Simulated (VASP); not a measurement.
Given:

```yaml
crystal:
  lattice:
    - [4.12704, 0.00000, 0.00000]
    - [0.00000, 4.12704, 0.00000]
    - [0.00000, 0.00000, 4.12704]
  atoms:
    - { symbol: Na, position: [0.00000, 0.00000, 0.00000] }
    - { symbol: Hg, position: [0.50000, 0.50000, 0.50000] }
    - { symbol: F, position: [0.00000, 0.50000, 0.50000] }
    - { symbol: F, position: [0.50000, 0.50000, 0.00000] }
    - { symbol: F, position: [0.50000, 0.00000, 0.50000] }
```

The numbers are results of PBE GGA, VASP's PBE PAW potentials (set 64) (plane waves; VASP), not measurements. Run with 520 eV cut-off, 4×4×4 Γ-centred mesh, Gaussian smearing of 0.050 eV, potentials Na_pv Hg F.

### Question
Give the stress tensor in GPa (positive for a compressed cell).

### Answer

```
33.50   0.00   0.00
 0.00  33.50   0.00
 0.00   0.00  33.50
```
The pressure is its mean diagonal, 33.50 GPa.

The structure was generated: NaHgF3 was put into the cubic-perovskite type (Pm-3m), which need not be its known phase. The cell was not relaxed at this level. The k-mesh is coarse (spacing up to 0.38 per Å, 2π included), so the numbers may not be converged in it.
